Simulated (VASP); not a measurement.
Calculation: PBE GGA, VASP's PBE PAW potentials (set 64) (plane waves; VASP).

VASP ran on this input.

**INCAR**
```
# general
SYSTEM  =  BN
PREC    =  Accurate
ENCUT   =  520
LREAL   =  Auto
LASPH   =  .TRUE.

# electronic loop
EDIFF   =  1E-6
NELM    =  100
ALGO    =  Normal

# smearing
ISMEAR  =  0
SIGMA   =  0.05

# functional
GGA     =  PE

# ions
ISIF    =  2

# output
LWAVE   =  .FALSE.
LCHARG  =  .FALSE.
```

File POSCAR:
```
BN
1
    1.2520000000    -2.1685280000     0.0000000000
    1.2520000000     2.1685280000     0.0000000000
    0.0000000000     0.0000000000     6.6600000000
B N
2 2
Direct
  0.3333330000   0.6666670000   0.2500000000
  0.6666670000   0.3333330000   0.7500000000
  0.6666670000   0.3333330000   0.2500000000
  0.3333330000   0.6666670000   0.7500000000
```

File KPOINTS:
```
Automatic mesh
0
Gamma
9 9 3
0 0 0
```

POTCAR, in this order: B N (PBE.64 set). Program: vasp_std.

Output of the run:

OSZICAR:
```
       N       E                     dE             d eps       ncg     rms          rms(c)
DAV:   1     0.666939890015E+02    0.66694E+02   -0.83348E+03   576   0.122E+03
DAV:   2    -0.341406055244E+02   -0.10083E+03   -0.92842E+02   828   0.269E+02
DAV:   3    -0.386673054673E+02   -0.45267E+01   -0.44953E+01   736   0.610E+01
DAV:   4    -0.387184048775E+02   -0.51099E-01   -0.51049E-01   692   0.679E+00
DAV:   5    -0.387192868331E+02   -0.88196E-03   -0.88157E-03   748   0.855E-01    0.113E+01
DAV:   6    -0.355199888750E+02    0.31993E+01   -0.80129E+00   672   0.233E+01    0.509E+00
DAV:   7    -0.352349689249E+02    0.28502E+00   -0.50825E-01   704   0.623E+00    0.314E+00
DAV:   8    -0.351577564978E+02    0.77212E-01   -0.28810E-01   708   0.415E+00    0.398E-01
DAV:   9    -0.351547536988E+02    0.30028E-02   -0.11809E-02   684   0.988E-01    0.184E-01
DAV:  10    -0.351556860873E+02   -0.93239E-03   -0.12332E-03   696   0.311E-01    0.371E-02
DAV:  11    -0.351557894371E+02   -0.10335E-03   -0.19300E-04   724   0.124E-01    0.272E-02
DAV:  12    -0.351557858083E+02    0.36288E-05   -0.43876E-05   704   0.587E-02    0.434E-03
DAV:  13    -0.351557860711E+02   -0.26277E-06   -0.15513E-06   532   0.120E-02
   1 F= -.35155786E+02 E0= -.35155786E+02  d E =-.148629E-13
```

### OUTCAR
```
------------------------ aborting loop because EDIFF is reached ----------------------------------------
  FORCE on cell =-STRESS in cart. coord.  units (eV):
  Direction    XX          YY          ZZ          XY          YZ          ZX
  --------------------------------------------------------------------------------------
  Total        0.8406508      0.8406511      0.6156645      0.0000000      0.0000000      0.0000000
  in kB       37.2436839     37.2436973     27.2760263      0.0000000      0.0000000      0.0000000
  external PRESSURE =      33.9211358 kB  Pullay stress =       0.0000000 kB
  volume of cell :       36.16
      direct lattice vectors                 reciprocal lattice vectors
     1.252000000 -2.168528000  0.000000000     0.399361022 -0.230571152  0.000000000
     1.252000000  2.168528000  0.000000000     0.399361022  0.230571152  0.000000000
     0.000000000  0.000000000  6.660000000     0.000000000  0.000000000  0.150150150
  FREE ENERGIE OF THE ION-ELECTRON SYSTEM (eV)
  ---------------------------------------------------
  free  energy   TOTEN  =       -35.1557860711 eV

  energy  without entropy=      -35.1557860711  energy(sigma->0) =      -35.15578607
```
(Selected blocks of OUTCAR.)

The compound is BN in the hex structure. The cell was not relaxed at this level. The run is one of a series of settings (LREAL = Auto against the base run), some of them coarse on purpose.
